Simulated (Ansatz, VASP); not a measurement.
# Cross-check of C (amorphous carbon) between VASP and Ansatz

Wanted: the spread between two codes on one cell, functional and k mesh. The cell is taken from a series of runs on this material, whose earlier steps may have relaxed, scaled, displaced or heated it; both programs get it as it stands.

Main program and level: Ansatz 0.2.0; plane waves, with VASP 6.6.1 beside it; single point at PBE.

## (1) Set-up

The cell holds 174 atoms: 174 C. Its edges and angles: a = 11.515 Å, b = 11.515 Å, c = 11.515 Å, α = 90.0°, β = 90.0°, γ = 90.0°. As first built, before any earlier steps moved the atoms (in the runner's words): 174 atoms (174 C) placed at random at 2.27 g/cm^3, melted at 5500 K for 10 ps at fixed volume with the Tersoff potential (Tersoff, Phys. Rev. B 39, 5566 (1989)). Quenched from 5500 K to 100 K at 120 K/ps and fixed volume, held 5 ps.

## (2) VASP: single point, PBE

With cell and atoms fixed, the geometry can't cause a difference; cores, projectors, grids and the points listed under the comparison can.

Lines of VASP's logs that name or quote its potential files are left out, and so is its time.

Input file INCAR:

```
SYSTEM = C
PREC = Accurate
ENCUT = 600
EDIFF = 1E-06
NELM = 120
ISMEAR = 0
SIGMA = 0.05
LREAL = Auto
ALGO = Normal
GGA = PE
NBANDS = 469
LORBIT = 11
LWAVE = .FALSE.
LCHARG = .FALSE.
ISIF = 2
LASPH = .TRUE.
GGA_COMPAT = .FALSE.
```

Input file POSCAR:

```
C
1.0
   11.5149000000      0.0000000000      0.0000000000
    0.0000000000     11.5149000000      0.0000000000
    0.0000000000      0.0000000000     11.5149000000
C
174
Direct
    0.0382500000      0.2873000000      0.3542300000
    0.7722800000      0.3735500000      0.9170800000
    0.1856800000      0.9715400000      0.7079500000
    0.5171400000      0.1179900000      0.1588000000
    0.2398800000      0.2574000000      0.4629200000
    0.3131300000      0.7407600000      0.5331000000
    0.7069500000      0.2926500000      0.3845400000
    0.8620000000      0.3008800000      0.7386500000
    0.5802000000      0.5250400000      0.4844900000
    0.2434600000      0.3880300000      0.0148800000
    0.7173400000      0.8346600000      0.1480200000
    0.1366700000      0.9340200000      0.9676100000
    0.1287000000      0.1846600000      0.1873800000
    0.0528600000      0.6474600000      0.2157300000
    0.9529900000      0.4481700000      0.0970400000
    0.4499000000      0.5189400000      0.7251800000
    0.4919700000      0.2403800000      0.6286600000
    0.9161000000      0.8573300000      0.7830000000
    0.0039500000      0.1181400000      0.9522700000
    0.3591600000      0.6305800000      0.4629900000
    0.7929600000      0.5938000000      0.3925500000
    0.6379000000      0.5642400000      0.1808600000
    0.6559400000      0.0003800000      0.5375100000
    0.3983000000      0.3268200000      0.6037600000
    0.4664200000      0.6491900000      0.7376500000
    0.7888200000      0.0176800000      0.8403100000
    0.4181700000      0.4643500000      0.6126600000
    0.2826700000      0.9359900000      0.7945900000
    0.1233400000      0.0798300000      0.2505600000
    0.1177900000      0.5837500000      0.3110600000
[... 138 atom lines left out ...]
    0.9720900000      0.6640500000      0.8377400000
    0.8352500000      0.5731100000      0.2682500000
    0.8813700000      0.1397500000      0.9974200000
    0.1761300000      0.0782000000      0.3686500000
    0.8141400000      0.8952100000      0.8486700000
    0.1988800000      0.7393400000      0.6011800000
```

Input file KPOINTS:

```
Automatic mesh
0
Gamma
1 1 1
0 0 0
```

Potentials, in the order of the species: C (PBE family, release 64).

On the command line:

```bash
export OMP_NUM_THREADS=3
mpirun -np 1 vasp_gam
```

Numbers of over 12 decimals in the logs are rounded to 6 here.

Output:

```text
[banner, memory and clock lines left out]
running    1 mpi-ranks, on    1 nodes
[...]
Offloading initialized ...    1 GPUs detected
[...]
LDA part: xc-table for (Slater+PW92), standard interpolation
 POSCAR, INCAR and KPOINTS ok, starting setup
[...]
entering main loop
       N       E                     dE             d eps       ncg     rms          rms(c)
DAV:   1     0.500193725142E+04    0.50019E+04   -0.43523E+05   938   0.165E+03
DAV:   2    -0.972918681238E+03   -0.59749E+04   -0.56439E+04  1191   0.347E+02
DAV:   3    -0.146023202279E+04   -0.48731E+03   -0.46457E+03  1116   0.954E+01
DAV:   4    -0.147632393584E+04   -0.16092E+02   -0.15914E+02  1124   0.181E+01
[...]
DAV:  22    -0.141806202138E+04   -0.31139E-05   -0.67468E-06   924   0.392E-03    0.532E-03
DAV:  23    -0.141806202252E+04   -0.11381E-05   -0.21889E-06   700   0.232E-03    0.266E-03
DAV:  24    -0.141806202284E+04   -0.32117E-06   -0.91890E-07   572   0.154E-03
   1 F= -.14180620E+04 E0= -.14180144E+04  d E =-.952050E-01
```

From OUTCAR (step 2):

```text
  FREE ENERGIE OF THE ION-ELECTRON SYSTEM (eV)
  ---------------------------------------------------
  free  energy   TOTEN  =     -1418.0620228388 eV

  energy  without entropy=    -1417.9668178738  energy(sigma->0) =    -1418.01442036
```

The run ends at a pressure of -21.15 GPa, with forces up to 5.5 eV/Å.

## (3) Ansatz: single point, PBE

Ansatz runs on its default PAW (the set named soft_2) files.

The same cell, functional, mesh and smearing now go to Ansatz, which takes its cutoff from its data sets.

Input file input.yaml:

```yaml
crystal:
  lattice:
    - [11.5149, 0.0, 0.0]
    - [0.0, 11.5149, 0.0]
    - [0.0, 0.0, 11.5149]
  atoms:
    - { symbol: C, position: [0.03825, 0.2873, 0.35423] }
    - { symbol: C, position: [0.77228, 0.37355, 0.91708] }
    - { symbol: C, position: [0.18568, 0.97154, 0.70795] }
    - { symbol: C, position: [0.51714, 0.11799, 0.1588] }
    - { symbol: C, position: [0.23988, 0.2574, 0.46292] }
    - { symbol: C, position: [0.31313, 0.74076, 0.5331] }
    - { symbol: C, position: [0.70695, 0.29265, 0.38454] }
    - { symbol: C, position: [0.862, 0.30088, 0.73865] }
    - { symbol: C, position: [0.5802, 0.52504, 0.48449] }
    - { symbol: C, position: [0.24346, 0.38803, 0.01488] }
    - { symbol: C, position: [0.71734, 0.83466, 0.14802] }
    - { symbol: C, position: [0.13667, 0.93402, 0.96761] }
    - { symbol: C, position: [0.1287, 0.18466, 0.18738] }
    - { symbol: C, position: [0.05286, 0.64746, 0.21573] }
    - { symbol: C, position: [0.95299, 0.44817, 0.09704] }
    - { symbol: C, position: [0.4499, 0.51894, 0.72518] }
    - { symbol: C, position: [0.49197, 0.24038, 0.62866] }
    - { symbol: C, position: [0.9161, 0.85733, 0.783] }
    - { symbol: C, position: [0.00395, 0.11814, 0.95227] }
    - { symbol: C, position: [0.35916, 0.63058, 0.46299] }
    - { symbol: C, position: [0.79296, 0.5938, 0.39255] }
    - { symbol: C, position: [0.6379, 0.56424, 0.18086] }
    - { symbol: C, position: [0.65594, 0.00038, 0.53751] }
    - { symbol: C, position: [0.3983, 0.32682, 0.60376] }
    - { symbol: C, position: [0.46642, 0.64919, 0.73765] }
    - { symbol: C, position: [0.78882, 0.01768, 0.84031] }
    - { symbol: C, position: [0.41817, 0.46435, 0.61266] }
    - { symbol: C, position: [0.28267, 0.93599, 0.79459] }
    - { symbol: C, position: [0.12334, 0.07983, 0.25056] }
    - { symbol: C, position: [0.11779, 0.58375, 0.31106] }
[... 138 atom lines left out ...]
    - { symbol: C, position: [0.97209, 0.66405, 0.83774] }
    - { symbol: C, position: [0.83525, 0.57311, 0.26825] }
    - { symbol: C, position: [0.88137, 0.13975, 0.99742] }
    - { symbol: C, position: [0.17613, 0.0782, 0.36865] }
    - { symbol: C, position: [0.81414, 0.89521, 0.84867] }
    - { symbol: C, position: [0.19888, 0.73934, 0.60118] }
kpoints:
  mp_grid: { grid: [1, 1, 1] }
hamiltonian:
  xc: pbe
scf:
  occupations: { method: gaussian, width: 0.05 }
output:
  forces: true
  stress: true
  populations: true
  dos:
    method: { smearing: { sigma: 0.1 } }
    de: 0.1
    projected: { site_lists: { C: [C] } }
  eigenvalues: true
  write_density: true
  write_potential: true
  volumetric_format: npy
```

On the command line:

```bash
ansatz run input.yaml --threads 4 --pin off --max-ram 8192MiB --backend cpu --events-out ev --progress --plain --runs-dir out
```

Output:

```text
Engine: ansatz 0.2.0, aarch64-unknown-linux-gnu
Pseudopotentials: kind: paw
Pseudopotential: C, paw, valence charge 4, recommended cutoff 420 eV (normal), C.paw.azcp
Functional definition: PBE
  parameter kappa = 0.804
  parameter beta = 0.066725
  exchange = pbe_x(kappa = kappa, mu = beta*pi^2/3)
  correlation = pbe_c(beta = beta)
Crystal: 174 atoms, lattice volume = 1526.794 Å³
Basis set: ecut = 420 eV, 29855 PW (Γ), exchange–correlation on 160×160×160 points (8 copies of the dense FFT grid, shifted against one another)
Bands: 522, of which v1, the nominal top of the filled ones, is band 348 counted from 1 (347 counted from 0)
Symmetry: 1 space group operations
Space group: P1 (ITA 1), of the structure as read, at distance tolerance 1.2e-4 Å
k-points: 1
Non-local potential: C, projectors of the file, l = 0: 2, l = 1: 2, l = 2: 1
PAW form: soft (Blöchl's): semilocal exchange-correlation on the pseudo side does not see the compensation charge
PAW one-centre angular grid: C, 110 points (default); XC on 64 Gauss nodes
Initial density: superposition of atomic densities (neutral atoms: chi_scale 0, normalization atom), corrected by the library's trained network
Initial wavefunctions: pseudopotential atomic-orbital guess
Functional: x = pbe(κ = 0.804, μ = 0.219515), c = pbe(β = 0.066725)
SCF iter   1: F=—  HF=-43476.751182 eV  |F-HF|=—  |Δ(HF+E_count)|=         —  Δρ=1.61e-2  dr2=8.48e0  ethr=1.77e-3  ⟨swp⟩=5.0  Hψ=2108  notcnv=0  defer=130
preconditioner: auto → LDOS  [metal: Δε(μ)=0.019 eV  Ē_g=13.517 eV  σ=0.050 eV  W_gap=0.21  n_scr=364 (ndim 8)  ℏωp=25.1 eV  f_vac=0.029  D(μ)=63.47/eV (n_scr^D=514)  β→1.0]
SCF iter   2: F=—  HF=-43475.970634 eV  |F-HF|=—  |Δ(HF+E_count)|=   7.81e-1  Δρ=7.30e-3  dr2=1.13e0  ethr=1.22e-3  ⟨swp⟩=3.0  Hψ=819  notcnv=0  defer=159
SCF iter   3: F=—  HF=-43475.849299 eV  |F-HF|=—  |Δ(HF+E_count)|=   1.21e-1  Δρ=3.00e-3  dr2=2.83e-1  ethr=1.62e-4  ⟨swp⟩=2.0  Hψ=635  notcnv=0  defer=159
SCF iter   4: F=—  HF=-43475.825865 eV  |F-HF|=—  |Δ(HF+E_count)|=   2.34e-2  Δρ=1.37e-3  dr2=6.11e-2  ethr=4.07e-5  ⟨swp⟩=2.0  Hψ=438  notcnv=0  defer=159
SCF iter   5: F=—  HF=-43475.820924 eV  |F-HF|=—  |Δ(HF+E_count)|=   4.94e-3  Δρ=6.50e-4  dr2=1.17e-2  ethr=8.78e-6  ⟨swp⟩=2.0  Hψ=416  notcnv=0  defer=159
SCF iter   6: F=—  HF=-43475.819900 eV  |F-HF|=—  |Δ(HF+E_count)|=   1.02e-3  Δρ=2.86e-4  dr2=2.22e-3  ethr=1.68e-6  ⟨swp⟩=2.0  Hψ=598  notcnv=0  defer=159
SCF iter   7: F=—  HF=-43475.819713 eV  |F-HF|=—  |Δ(HF+E_count)|=   1.86e-4  Δρ=1.27e-4  dr2=3.93e-4  ethr=3.19e-7  ⟨swp⟩=2.0  Hψ=603  notcnv=0  defer=159
SCF iter   8: F=—  HF=-43475.819712 eV  |F-HF|=—  |Δ(HF+E_count)|=   1.51e-6  Δρ=6.04e-5  dr2=9.64e-5  ethr=5.65e-8  ⟨swp⟩=3.0  Hψ=701  notcnv=0  defer=159
SCF iter   9: F=—  HF=-43475.820099 eV  |F-HF|=—  |Δ(HF+E_count)|=   3.87e-4  Δρ=3.35e-5  dr2=3.03e-5  ethr=1.38e-8  ⟨swp⟩=1.0  Hψ=522  notcnv=0  defer=159
SCF iter  10: F=—  HF=-43475.820097 eV  |F-HF|=—  |Δ(HF+E_count)|=   2.17e-6  Δρ=1.70e-5  dr2=8.32e-6  ethr=4.35e-9  ⟨swp⟩=2.0  Hψ=601  notcnv=0  defer=159
SCF iter  11: F=—  HF=-43475.820096 eV  |F-HF|=—  |Δ(HF+E_count)|=   5.09e-7  Δρ=8.41e-6  dr2=1.78e-6  ethr=1.19e-9  ⟨swp⟩=2.0  Hψ=602  notcnv=0  defer=159
SCF iter  12: F=—  HF=-43475.820096 eV  |F-HF|=—  |Δ(HF+E_count)|=   1.11e-7  Δρ=4.49e-6  dr2=4.82e-7  ethr=2.55e-10  ⟨swp⟩=2.0  Hψ=657  notcnv=0  defer=159
SCF iter  13: F=—  HF=-43475.820096 eV  |F-HF|=—  |Δ(HF+E_count)|=   2.51e-8  Δρ=2.66e-6  dr2=1.70e-7  ethr=6.92e-11  ⟨swp⟩=2.0  Hψ=409  notcnv=0  defer=159
SCF iter  14: F=-43475.820096 eV  HF=-43475.820096 eV  |F-HF|=5.22e-8  |Δ(HF+E_count)|=   1.16e-8  Δρ=1.56e-6  dr2=6.42e-8  ethr=1.44e-11  ⟨swp⟩=26.0  Hψ=4508  notcnv=0
SCF 1 converged in 14 iterations: F = -43475.820096 eV  dr2 = 6.42e-8
  greatest PAW one-centre occupation: 0.695 electrons in one spin orbital (limit 2), on the C atom at site 40 (counted from 0), in its partial waves of l = 0
SCF converged after 14 iterations
Free energy (F): -43475.820096 eV
Harris-Foulkes:  -43475.820096 eV  (|F-HF|=5.22e-8)
Internal energy: -43475.724763 eV  (E = F + TS)
E sigma→0 (E₀):  -43475.772430 eV
Entropy (-TS):   -0.095333 eV (-0.548 meV/atom)
Fermi energy:    7.039198 eV
--- Per-component energies (eV) ---
  E_band       = -929.720090
  E_kinetic    = 15196.122607
  E_local      = -24456.042009  (includes V_loc(G=0)·N_el)
  E_nonlocal   = 4633.353691
  E_hartree    = 7450.119528
  E_xc         = -8177.168170
  E_vxc        = -10117.783265  (∫ρ·V_xc dr)
  E_paw        = -17206.586368  (= ΣΔE_a)
  E_vpaw       = -1085.613551  (= ΣTr[D̂ρ^β])
  E_aug_tail   = 0.001217  (compensation charges beyond the density's cutoff)
  E_ewald      = -20915.525259
  E_smearing   = -0.095333  (= −TS)
  E_closure    = 0.000000  (closes the sum)
  Σ components = -43475.820096   (vs F -43475.820096, Δ=0.00e0)
--- Forces (eV/Å), atoms counted from 1 ---
[...]
--- Löwdin populations: 174 sites ---
  site symbol       q [e]
     0      C      3.9302
     1      C      3.9092
     2      C      3.9926
     3      C      3.9697
     4      C      3.9236
     5      C      3.9765
     6      C      3.9795
     7      C      3.9698
     8      C      3.9818
     9      C      3.9315
    10      C      3.9396
    11      C      3.9530
    12      C      3.9720
    13      C      3.9643
    14      C      3.9773
    15      C      3.9528
    16      C      3.9314
    17      C      3.9227
    18      C      3.9699
    19      C      3.9580
    20      C      3.9659
    21      C      3.9593
    22      C      3.9821
    23      C      3.9828
[...]
166      C      4.0656
   167      C      3.9809
   168      C      3.9414
   169      C      3.9707
   170      C      3.9876
   171      C      3.9902
   172      C      3.9407
   173      C      3.9861
  spilling = 0.007689 (of n_electrons = 696.000000)
```

Reading the cycles: dr2 is the Hartree energy of the density residual (eV), the measure of convergence; HF is the Harris–Foulkes estimate of the energy, which meets the free energy F at convergence.

## (4) Comparison

Known differences besides the potentials themselves: the cutoff is 420 eV in Ansatz and 600 eV in VASP (PREC = Accurate, projectors in real space). Total energies have different zeros and are not compared.

Compared:

```tsv
quantity	Ansatz	VASP	difference
pressure (GPa)	-21.12	-21.15	+0.03
```

Forces on 10 of the 174 atoms, those with the largest forces and the largest differences (eV/Å; atoms numbered as in POSCAR):

```tsv
atom	Ansatz x, y, z	VASP x, y, z
C15	2.474, -2.627, 2.217	2.472, -2.640, 2.247
C16	-1.538, -1.217, -4.824	-1.541, -1.207, -4.824
C26	0.039, -0.427, 0.236	0.032, -0.402, 0.213
C29	1.968, -1.046, 3.743	1.971, -1.056, 3.755
C54	-2.770, -1.410, -3.253	-2.753, -1.406, -3.229
C116	-2.100, 2.565, 2.715	-2.087, 2.575, 2.700
C138	-2.509, 3.739, -3.052	-2.511, 3.759, -3.061
C153	2.004, -2.430, 0.448	2.007, -2.462, 0.461
C164	-3.687, 0.588, -0.714	-3.682, 0.623, -0.698
C167	-0.417, -5.008, 0.399	-0.423, -4.995, 0.404
```

The forces differ by 12 meV/Å r.m.s., which is 0.8 % of the r.m.s. force of 1.422 eV/Å (both taken over all components).

## (5) Summary of results

| Property | Result |
| --- | --- |
| r.m.s. force difference (single point, PBE) | 0.82 % of the r.m.s. force |

The r.m.s. force difference is 0.82 % of the r.m.s. force (single point, PBE), within the 3 % picked in this series as the mark of a large difference. How closely two codes agree says nothing of how well the functional describes the real material.

[Lines on the potential files, build, host, timing and source positions are cut from VASP's logs without a mark.]

[Logs are printed without paths, hosts, clocks, repeated set-up lines and the standing remarks that a program may print on its own settings, such as how far it seeks lower states.]

[Hosts, paths, dates, database ids (printed as entryN), source tags and the programs' standing remarks are cut or masked in the printed files.]
